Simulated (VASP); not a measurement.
Data:

```xyz
2
Lattice="0.0000 2.4940 2.4940 2.4940 0.0000 2.4940 2.4940 2.4940 0.0000" Properties=species:S:1:pos:R:3 pbc="T T T"
Gd     0.0000     0.0000     0.0000
N      2.4940     2.4940     2.4940
```

Method: PBE GGA with D3 dispersion (zero damping), VASP's PBE PAW potentials (set 64) (plane waves; VASP). Settings: 520 eV cut-off, 13×13×13 Γ-centred mesh, first-order Methfessel-Paxton smearing of 0.10 eV, potentials Gd_3 N.

The 4f electrons are frozen in the core of the lanthanide potential, so 4f levels, which can set the real gap, and their magnetism are missing.

Question: Predict the energy per atom (σ→0), pressure, band gap (on the k-mesh) with the smallest direct gap where there is one.

Answer: 
| Quantity | Value |
|---|---|
| band gap (on the k-mesh) | none (metal, semimetal or under 0.01 eV) |
| energy per atom (σ→0) | -8.371 eV/atom |
| pressure | -4.52 GPa |

The absolute energy has meaning only against runs of the same code, potentials and settings.

The compound is GdN in the rock salt structure. This cell is one point of a volume scan, at 1.03 of the reference volume.
